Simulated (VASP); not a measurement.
These are r2SCAN meta-GGA, VASP's PBE PAW potentials (set 64) (plane waves; VASP) values and carry that method's errors.

The input files of a VASP run:

File POSCAR:
```
Sn3Te2Se
1
    4.3669058780    -0.0000000000    -0.0000000000
   -2.1834529390     3.7818518126     0.0000000000
    0.0000000000     0.0000000000    10.6545562832
Sn Te Se
3 2 1
Direct
  0.0000000000   1.0000000000   0.5000000000
  0.3333330000   0.6666670000   0.1517443468
  0.6666670000   0.3333330000   0.8482556532
  0.3333330000   0.6666670000   0.6742143904
  0.6666670000   0.3333330000   0.3257856096
  0.0000000000   1.0000000000   1.0000000000
```

### INCAR
```
! general
SYSTEM  = Sn3Te2Se
PREC    = Accurate
ENCUT   = 400
LREAL   = .False.
LASPH   = .True.

! electronic loop
EDIFF   = 1E-6
NELM    = 100
ALGO    = Normal
LMAXMIX = 4
LMIXTAU = .True.

! smearing
ISMEAR  = 0
SIGMA   = 0.05

! functional
METAGGA = R2SCAN

! ions
IBRION  = 2
NSW     = 60
ISIF    = 3
EDIFFG  = -0.02

! output
LWAVE   = .False.
LCHARG  = .False.
```

**KPOINTS**
```
kpoints
0
G
5 5 2
0 0 0
```

POTCAR, in this order: Sn_d Te Se (PBE.64 set). Program: vasp_std.

Energy and stress use the plane-wave basis of the starting cell.

Task: What does the run give for the energy per atom (σ→0), volume per atom?

Result: 
```json
{
  "energy per atom (σ→0)": "-23.531 eV/atom",
  "volume_per_atom": "30.55 Å^3/atom"
}
```

OSZICAR:
```
...
       N       E                     dE             d eps       ncg     rms          rms(c)
DAV:   1    -0.141188922665E+03   -0.29508E-03   -0.72734E-03   940   0.944E-01    0.106E-01
DAV:   2    -0.141188671149E+03    0.25152E-03   -0.42726E-04   860   0.236E-01    0.446E-02
DAV:   3    -0.141188623441E+03    0.47708E-04   -0.20527E-04   932   0.144E-01    0.129E-02
DAV:   4    -0.141188614318E+03    0.91231E-05   -0.38595E-05   736   0.375E-02    0.542E-03
DAV:   5    -0.141188622359E+03   -0.80414E-05   -0.16501E-05   708   0.241E-02    0.367E-03
DAV:   6    -0.141188623151E+03   -0.79218E-06   -0.87815E-07   408   0.584E-03
   4 F= -.14118862E+03 E0= -.14118807E+03  d E =-.449685E-01
```

The structure comes from a computed database's Sn3Te2Se entry (P-3m1); how it stands against other phases isn't given here. This run relaxes it. Symmetry was kept, so distortions that lower it aren't found. The start is the result of an earlier pass.
